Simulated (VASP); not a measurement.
These are PBE GGA with spin-orbit coupling, VASP's PBE PAW potentials (set 64) (plane waves; VASP) values and carry that method's errors.

The input files of a VASP run:

**KPOINTS**
```
K-points
0
gamma
  6 6 6
```

**INCAR**
```
# general
SYSTEM    =CdTe
PREC      =Accurate
ENCUT     =350
LREAL     =.FALSE.
LASPH     =.TRUE.

# electronic loop
EDIFF     =1E-6
NELM      =100
ALGO      =Normal
LMAXMIX   =4

# smearing
ISMEAR    =0
SIGMA     =0.05

# functional
GGA       =PE
GGA_COMPAT=.FALSE.

# spin
MAGMOM    =0 0 0 0 0 0
LSORBIT   =.TRUE.

# output
LWAVE     =.TRUE.
LCHARG    =.FALSE.
```

File POSCAR:
```
CdTe
1
    0.0000000000     3.3038171205     3.3038171205
    3.3038171205     0.0000000000     3.3038171205
    3.3038171205     3.3038171205     0.0000000000
Cd Te
1 1
Direct
  0.0000000000   0.0000000000   0.0000000000
  0.2500000000   0.2500000000   0.2500000000
```

POTCAR, in this order: Cd Te (PBE.64 set). Program: vasp_ncl.

Output

File OSZICAR:
```
       N       E                     dE             d eps       ncg     rms          rms(c)
DAV:   1     0.878612147877E+02    0.87861E+02   -0.65211E+03  1144   0.868E+02
DAV:   2    -0.121151375523E+01   -0.89073E+02   -0.86519E+02  1346   0.248E+02
DAV:   3    -0.511840483781E+01   -0.39069E+01   -0.38916E+01  1294   0.541E+01
DAV:   4    -0.517048150332E+01   -0.52077E-01   -0.52062E-01  1474   0.525E+00
DAV:   5    -0.517095479568E+01   -0.47329E-03   -0.47329E-03  1274   0.520E-01    0.597E+00
DAV:   6    -0.494443176016E+01    0.22652E+00   -0.42932E-01  1228   0.846E+00    0.463E+00
DAV:   7    -0.492937306721E+01    0.15059E-01   -0.13537E-01  1242   0.250E+00    0.236E+00
DAV:   8    -0.493001804230E+01   -0.64498E-03   -0.79676E-03  1284   0.994E-01    0.976E-01
DAV:   9    -0.493011889433E+01   -0.10085E-03   -0.66022E-04  1272   0.278E-01    0.321E-01
DAV:  10    -0.493033543453E+01   -0.21654E-03   -0.46456E-04  1214   0.197E-01    0.553E-02
DAV:  11    -0.493037012606E+01   -0.34692E-04   -0.33725E-05  1304   0.621E-02    0.245E-02
DAV:  12    -0.493039376638E+01   -0.23640E-04   -0.35743E-05  1156   0.390E-02    0.207E-02
DAV:  13    -0.493039389047E+01   -0.12409E-06   -0.73139E-07   980   0.921E-03
   1 F= -.49303939E+01 E0= -.49303939E+01  d E =-.933836E-08  mag=    -0.0000     0.0000    -0.0000
```

File OUTCAR:
```
------------------------ aborting loop because EDIFF is reached ----------------------------------------
  FORCE on cell =-STRESS in cart. coord.  units (eV):
  Direction    XX          YY          ZZ          XY          YZ          ZX
  --------------------------------------------------------------------------------------
  Total        0.0231934      0.0231934      0.0231934      0.0000000      0.0000000     -0.0000000
  in kB        0.5152251      0.5152251      0.5152251      0.0000000      0.0000000     -0.0000000
  external PRESSURE =       0.5152251 kB  Pullay stress =       0.0000000 kB
  volume of cell :       72.12
      direct lattice vectors                 reciprocal lattice vectors
     0.000000000  3.303817121  3.303817121    -0.151340096  0.151340096  0.151340096
     3.303817121  0.000000000  3.303817121     0.151340096 -0.151340096  0.151340096
     3.303817121  3.303817121  0.000000000     0.151340096  0.151340096 -0.151340096
  FREE ENERGIE OF THE ION-ELECTRON SYSTEM (eV)
  ---------------------------------------------------
  free  energy   TOTEN  =        -4.9303938905 eV

  energy  without entropy=       -4.9303938811  energy(sigma->0) =       -4.93039389

 Ion:    1  E_soc:     -0.0591234

 Ion:    2  E_soc:     -0.1977397
```
(Selected blocks of OUTCAR.)

The compound is CdTe in the zinc blende structure. It was relaxed first, which changed the volume by +6 %.
